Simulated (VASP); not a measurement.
An input for Quantum ESPRESSO's pw.x (written as the equivalent of a VASP run, and not itself run):

```
&CONTROL
  calculation = 'vc-relax'
  pseudo_dir = './pseudo'
  outdir = './out'
  tprnfor = .true.
  tstress = .true.
  nstep = 60
  forc_conv_thr = 0.00039
/
&SYSTEM
  ibrav = 0
  nat = 4
  ntyp = 2
  ecutwfc = 84
  occupations = 'smearing'
  smearing = 'gaussian'
  degauss = 0.003675
  input_dft = 'pbe'
/
&ELECTRONS
  conv_thr = 7.3e-08
  electron_maxstep = 100
/
&IONS
/
&CELL
/
ATOMIC_SPECIES
  Mg 24.305 Mg.upf
  Te 127.600 Te.upf
CELL_PARAMETERS angstrom
     2.2750000   -3.9404160    0.0000000
     2.2750000    3.9404160    0.0000000
     0.0000000    0.0000000    7.3900000
ATOMIC_POSITIONS crystal
  Mg   0.6666670  0.3333330  0.5000000
  Mg   0.3333330  0.6666670  0.0000000
  Te   0.6666670  0.3333330  0.8760000
  Te   0.3333330  0.6666670  0.3760000
K_POINTS automatic
  6 6 4 0 0 0
```

Question: Write the VASP files for the same calculation (PBE).

Answer: This is not unique; one that fits is 
KPOINTS:
```
K-points
0
gamma
6 6 4
```

INCAR:
```
SYSTEM = MgTe
PREC = Accurate; ENCUT = 400; LREAL = .FALSE.
LASPH = .TRUE.
EDIFF = 1E-6; NELM = 100; ALGO = Normal
LMAXMIX = 4
ISMEAR = 0; SIGMA = 0.05
GGA = PE
IBRION = 2; NSW = 60; ISIF = 3
EDIFFG = -0.01
LWAVE = .FALSE.; LCHARG = .FALSE.
```

POSCAR:
```
MgTe
1
    2.2750000000    -3.9404160000     0.0000000000
    2.2750000000     3.9404160000     0.0000000000
    0.0000000000     0.0000000000     7.3900000000
Mg Te
2 2
Direct
  0.6666670000   0.3333330000   0.5000000000
  0.3333330000   0.6666670000   0.0000000000
  0.6666670000   0.3333330000   0.8760000000
  0.3333330000   0.6666670000   0.3760000000
```

POTCAR, in this order: Mg Te (PBE.64 set). Program: vasp_std.

What does not carry over: the potentials are each code's own (VASP's PAW set, PseudoDojo norm-conserving files in pw.x), so ENCUT and ecutwfc are chosen apart and not converted; conv_thr bounds pw.x's estimated SCF error, while EDIFF bounds the energy change between steps; forc_conv_thr acts on force components and is met together with etot_conv_thr.

The compound is MgTe in the wurtzite structure. This run relaxes it. Symmetry was kept, so distortions that lower it aren't found.
